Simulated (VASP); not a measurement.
Consider the following.

```
ReSe2
1.0
    3.40969     0.00000     0.00000
   -1.70484     2.95287     0.00000
    0.00000     0.00000    18.60263
Re Se
1 2
Direct
  0.66667   0.33333   0.50000
  0.33333   0.66667   0.41715
  0.33333   0.66667   0.58285
```

Method: PBEsol GGA, VASP's PBE PAW potentials (set 64) (plane waves; VASP). Run with 400 eV cut-off, 12×12×1 Γ-centred mesh, tetrahedra with Blöchl corrections, potentials Re Se.

The cell holds a wide vacuum, so values per volume refer to the whole cell. For a metal the tetrahedron method with Blöchl corrections gives inexact stress and forces. Unless said otherwise, spin-orbit coupling is left out, though it shifts the bands of the heavy elements here.

Q: Estimate the energy per atom (σ→0), largest force, band gap (on the k-mesh) with the smallest direct gap where there is one.

A: 
```json
{
 "band gap (on the k-mesh)": "none (metal, semimetal or under 0.01 eV)",
 "energy per atom (σ→0)": "-7.100 eV/atom",
 "largest_force": "0.00110 Ha/bohr"
}
```

The cell is a sheet with vacuum, built from a generated structure.
